**Q:** All five runs use the same BAs cell. How can one crystal be squeezed and stretched at once?

Plane-wave PAW DFT calculations with VASP 6.6.1 for BAs (F-43m, 2-atom cell, conventional edge 4.777 Å), with the same fixed geometry in every row. All runs use a 520 eV cutoff, a 10 × 10 × 10 k mesh and Fermi-Dirac smearing of 0.05 eV, without spin polarisation, spin-orbit coupling or a dispersion correction. Pressure is positive in compression.

| functional | potentials | pressure (GPa) |
| --- | --- | --- |
| LDA | VASP-PAW-LDA-potentials,-recommended | -3.090 |
| PBE | VASP-PAW-PBE-potentials,-recommended | 3.430 |
| r2SCAN | VASP-PAW-PBE-potentials,-recommended | 0.880 |
| MS2 | VASP-PAW-PBE-potentials,-recommended | -0.060 |
| TPSS | VASP-PAW-PBE-potentials,-recommended | 2.740 |

**A:** The pressure compares the cell with the one each functional would choose for itself. A positive value means that the cell is too small for that functional, and a negative value that it is too large. PBE, at 3.43 GPa, would therefore let the crystal expand, while LDA, at −3.09 GPa, would shrink it. MS2 is almost content. For a crystal this stiff, the figure to remember is that 1 GPa corresponds to roughly a hundredth of an ångström in the cell edge.

**Q:** Where does that figure come from?

**A:** From the bulk modulus B, the stiffness against a change of volume. Close to equilibrium, the relative change of volume needed to remove a pressure P is P/B. Volume goes as the cube of the edge a, so the edge takes a third of that: Δa/a = P/(3B).

Take PBE, with a rough recalled B of 140 GPa. Then Δa/a = 3.43/(3 × 140) ≈ 0.008, and with an edge of 4.777 Å the crystal would grow by about 0.04 Å. LDA would shrink by nearly as much. A crystal half as stiff would move twice as far under the same pressure. No cell was relaxed here, so this is a translation of the pressures and has not been tested against computed edges.

This matters when you model strained BAs. With PBE and all three edges held at this value, the crystal is under more than 3 GPa of pressure before any real strain is applied. A film that is free to relax along its normal would carry a different stress in its plane. The strain of a film should be counted from the edge that the chosen functional itself prefers.

**Q:** Why do LDA and PBE pull in opposite directions?

**A:** LDA treats each point as if it belonged to a uniform electron gas of the local density. PBE also looks at how fast the density varies, and on balance it lowers the energy where the variation is strong relative to the density itself. When the crystal expands, neighbouring atoms overlap less and the density between them thins out, so this relative variation grows. The gradient correction therefore gains energy on expansion, which amounts to an outward push.

The pressures give the size of the net effect. PBE lies 6.52 GPa above LDA, so at this cell the PBE energy falls relative to the LDA energy by about 11 meV per cell for each 1% of added volume. That slope follows directly from the two pressures, whereas its assignment to the gradient term is an argument from theory. The two runs also use different potentials, and the share due to them was not separated.

**Q:** Meta-GGAs are the next rung up. Do they continue the trend?

**A:** They don't move as a group. TPSS stays within 0.7 GPa of PBE, r2SCAN drops to 0.88 GPa, and MS2 falls to about zero, roughly midway between LDA and PBE. The three meta-GGAs differ among themselves by 2.8 GPa, four times the step from PBE to TPSS.

What they share is an extra ingredient, the kinetic-energy density of the orbitals. It helps to tell a covalent bond from a nearly uniform region or from a weak overlap of closed shells, which the density and its gradient alone do poorly. A functional can use this to temper the outward push in some regions and keep it in others. How much it does so depends on the formula, so the rung alone doesn't fix the pressure. These runs give only the total and don't show which region is responsible.

**Q:** MS2 also has the largest band gap of the five. Could I read the pressure from the gap?

**A:** The four functionals beyond LDA would tempt you to. Among them the gap on the k mesh tends to be larger where the pressure is lower, and a straight line through those four rows follows it fairly well. I left LDA out of the fit because it has no gradient term, and then asked the line to predict it. It gives 1.8 eV, while the calculation gives 1.1 eV; the printed output below has the details.

LDA and PBE show why the rule fails: their gaps are nearly equal, yet their pressures are far apart. The gap is a difference between orbital energies at one fixed volume. The pressure measures how the total energy changes with volume, and a functional can alter one while hardly touching the other.

**Q:** The cell is close to the measured one. Doesn't that make MS2, with its pressure near zero, the most accurate?

**A:** Zero is the wrong target. As I recall it, the edge is indeed close to the room-temperature value, but a real crystal vibrates, even at absolute zero, and these calculations hold the nuclei still. Vibration normally pushes a crystal outwards, here by something of the order of 1 GPa. At the measured cell the static and vibrational parts must cancel, so an exact functional should give a static pressure below zero.

This changes the ranking. LDA looks worse than TPSS if you measure from zero, but a vibrational push of only 0.2 GPa is enough to reverse that. Between LDA and r2SCAN the turning point is 1.1 GPa, too close to my rough estimate to call. MS2 stays nearest to the target up to about 1.6 GPa, so it probably keeps its lead, but a proper phonon calculation would have to confirm it.

**Q:** Then which digits can I trust, and which setting would you change first?

**A:** Trust the order of the five functionals at these settings, since even the closest neighbours, TPSS and PBE, are 0.69 GPa apart. The last zero of each pressure in the table carries no information, because the values were rounded to 0.01 GPa. Don't trust the minus sign of MS2 either. Its −0.06 GPa is less than the change caused by altering the edge by a thousandth of an ångström, and no run with a higher cutoff shows how much pressure the finite set of plane waves leaves behind.

I would therefore raise the cutoff first. That error should be similar in all five rows, so I expect it to shift the values together more than it changes their differences. The second test concerns the potentials: the meta-GGAs all use ones made for PBE, and their effect on the pressure is still unknown.

Output of the analysis:

```
Pressure translated with a rough bulk modulus:
     row  P_GPa  edge_change_A  edge_change_Murnaghan_A  relaxation_meV_per_cell  place_from_LDA_0_to_PBE_1  gap_eV
     LDA  -3.09       -0.03515                 -0.03665                    5.802                          0   1.122
     PBE   3.43        0.03901                  0.03736                    7.149                          1   1.175
  r2SCAN   0.88        0.01001                 0.009895                   0.4706                     0.6089    1.37
     MS2  -0.06     -0.0006824                -0.000683                 0.002188                     0.4647   1.539
    TPSS   2.74        0.03116                   0.0301                    4.562                     0.8942   1.163
PBE minus LDA pressure, GPa: 6.52
fall of PBE energy relative to LDA per 1 percent more volume, meV per cell: 11.09
PBE minus TPSS pressure, GPa: 0.69
TPSS minus r2SCAN pressure, GPa: 1.86
r2SCAN minus MS2 pressure, GPa: 0.94
spread of the three meta-GGAs, GPa: 2.8
pressure change for 0.001 angstrom in the edge, GPa: 0.08792
zero-point pressure, order of magnitude only, GPa: 0.9698
vibrational pressure above which LDA is nearer than TPSS, GPa: 0.175
vibrational pressure above which LDA is nearer than r2SCAN, GPa: 1.105
vibrational pressure above which LDA is nearer than MS2, GPa: 1.575
rank correlation of gap and pressure, all rows: 0.1
fit of gap on 4 rows (pressure > -1): constant 1.499 +/- 0.044, coefficient of pressure -0.1069 +/- 0.02; rms 0.0389, worst PBE -0.0436, leave-one-out rms 0.087
  rows outside the fit (model, value, miss): LDA 1.829, 1.122, 0.707
gap predicted for LDA by that line, eV: 1.829
prediction less computed gap for LDA, eV: 0.7069
```
